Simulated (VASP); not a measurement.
The system is Sn2Ge.

```
Sn Ge
1.0
     4.39000    0.00000    0.00000
    -2.19500    3.80185    0.00000
     0.00000    0.00000   10.76000
Sn Ge
4 2
Cartesian
  0.0000 2.5346 8.5187
  2.1950 1.2673 2.2413
  0.0000 2.5346 5.8287
  2.1950 1.2673 4.9313
  0.0000 0.0000 9.4150
  0.0000 0.0000 1.3450
```

The cell was built by a generator and needn't be a form met in nature.

```yaml
Program: VASP 6.6.1
Task: relaxation of cell and atoms
Functional: PBE
Potentials_or_basis: VASP PAW PBE potentials, release 64 (Sn_d, Ge_d)
Cutoff: 520 eV
k_mesh: 5 × 5 × 2
Occupations: gaussian, width 0.15 eV
Spin: no spin polarisation
```

At the start: pressure 4.8 GPa; volume 29.93 Å³/atom.

Q: How do energy, volume and symmetry change on relaxing?

A: Over 23 steps the energy falls by 92.1 meV/atom and the volume is 32.20 Å³/atom (+7.6 %); space group P-3m1 (No. 164, to 0.05 Å).

The path:
| step | energy change (eV) | largest force (eV/Å) | pressure (GPa) | volume (Å³) |
| --- | --- | --- | --- | --- |
| 1 | 0.0000 | 1.3488 | 4.78 | 179.59 |
| 2 | -0.3419 | 0.5482 | 0.36 | 203.82 |
| 3 | -0.2957 | 0.4371 | -0.48 | 209.18 |
| 4 | -0.3692 | 0.4548 | -1.89 | 207.58 |
| 5 | -0.4368 | 0.5665 | -0.39 | 202.72 |
| 6 | -0.4411 | 0.4885 | -1.81 | 204.84 |
| 7 | -0.4463 | 0.4346 | -1.44 | 204.19 |
| 8 | -0.4771 | 0.3809 | -0.47 | 201.89 |
| 9 | -0.4803 | 0.3798 | -1.22 | 201.61 |
| 10 | -0.4863 | 0.3591 | -1.12 | 201.04 |
| 11 | -0.4967 | 0.4164 | -0.54 | 199.91 |
| 12 | -0.5107 | 0.4984 | -1.35 | 197.66 |
| 13 | -0.5087 | 0.7340 | -1.03 | 193.22 |
| 14 | -0.5290 | 0.4352 | 1.33 | 190.71 |
| 15 | -0.5286 | 0.4726 | 0.75 | 190.81 |
| 16 | -0.5288 | 0.4534 | 0.61 | 190.76 |
| 17 | -0.5435 | 0.2352 | 0.81 | 191.74 |
| 18 | -0.5491 | 0.1773 | -0.06 | 193.67 |
| 19 | -0.5505 | 0.1626 | 0.38 | 193.07 |
| 20 | -0.5505 | 0.1580 | 0.16 | 193.21 |
| 21 | -0.5506 | 0.1630 | 0.02 | 193.16 |
| 22 | -0.5524 | 0.0826 | 0.12 | 193.21 |
| 23 | -0.5526 | 0.0512 | 0.14 | 193.23 |

Final structure:
```
Sn Ge
1.0
     4.52323    0.00000    0.00000
    -2.26162    3.91724    0.00000
     0.00000    0.00000   10.90534
Sn Ge
4 2
Direct
  0.33333 0.66667 0.81270
  0.66667 0.33333 0.18730
  0.33333 0.66667 0.54853
  0.66667 0.33333 0.45147
  0.00000 0.00000 0.88551
  0.00000 0.00000 0.11449
```
